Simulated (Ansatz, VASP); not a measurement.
# Two plane-wave programs on CuB12

```
CELL_PARAMETERS angstrom
5.01627 0.00000 0.00000
0.00000 5.01627 0.00000
0.00000 0.00000 5.01627
ATOMIC_POSITIONS crystal
Cu 0.50000 0.50000 0.50000
B 0.26525 0.00000 0.00000
B 0.73475 0.00000 0.00000
B 0.00000 0.26525 0.00000
B 0.00000 0.73475 0.00000
B 0.00000 0.00000 0.26525
B 0.00000 0.00000 0.73475
B 0.14856 0.50000 0.50000
B 0.85144 0.50000 0.50000
B 0.50000 0.14856 0.50000
B 0.50000 0.85144 0.50000
B 0.50000 0.50000 0.14856
B 0.50000 0.50000 0.85144
```

Alike in both runs: functional PBE; k mesh 8 × 8 × 8; occupations gaussian, width 0.1 eV; no spin polarisation.

Ansatz relaxed the structure, and its values are those at the end. VASP's run is a single point on that final structure, the one shown.

|  | VASP | Ansatz |
| --- | --- | --- |
| version | VASP 6.6.1 | Ansatz 0.2.0 |
| potentials or method | VASP PAW PBE potentials, release 64 (Cu, B) | scalar-relativistic, plane waves, PAW |
| plane-wave cutoff (eV) | 520 | 420 |
| valence electrons in the cell | 47 | 55 |

VASP gave:

```
gap on the k mesh at the Fermi level (eV) : none
pressure (GPa)                            : -0.2
rms of the force components (eV/Å)        : 0.020
```

Estimate Ansatz's values.

gap on the k mesh at the Fermi level (eV): none; pressure (GPa): 0.0; rms of the force components (eV/Å): 0.000.

A gap of «none» marks a metal or a gap that the smearing closes. With one functional, cell and mesh, what is left measures potentials, basis and numerics. The two sets of potentials don't hold the same shells in valence.
